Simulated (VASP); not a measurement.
Au, 32 atoms in the cell. The structure is cubic, space group Fm-3m (No. 225). Conventional cell: a = 4.051 Å, b = 4.051 Å, c = 4.051 Å, α = 90.00°, β = 90.00°, γ = 90.00°. Au (site symmetry m-3m) has 12 Au at 2.86 Å as nearest neighbours. The cell was built by a generator and needn't be a form met in nature.

```yaml
Program: VASP 6.6.1
Task: single point
Functional: LDA
Potentials_or_basis: VASP PAW LDA potentials, release 64 (Au)
Cutoff: 320 eV
k_mesh: 5 × 5 × 5
Occupations: fermi-dirac, width 0.05 eV
Spin: no spin polarisation
Further_INCAR_settings: ALGO = Normal; EDIFF = 1e-06; NBANDS = 198
```

Potentials or basis: VASP PAW LDA potentials, release 64 (Au).

Command:

```console
$ cat potpaw_LDA.64/Au/POTCAR > POTCAR
$ mpirun -np 1 vasp_std > vasp.out
```

Hardware: 1 thread of Intel(R) Xeon(R) 6975P-C (Granite Rapids), on a shared host.

Q: Estimate the wall time of this run.

A: Run time: 5.4 min on 1 thread of Intel(R) Xeon(R) 6975P-C (Granite Rapids), on a shared host, peak memory 0.46 GiB. Counts: scf iterations 12, k points 10.
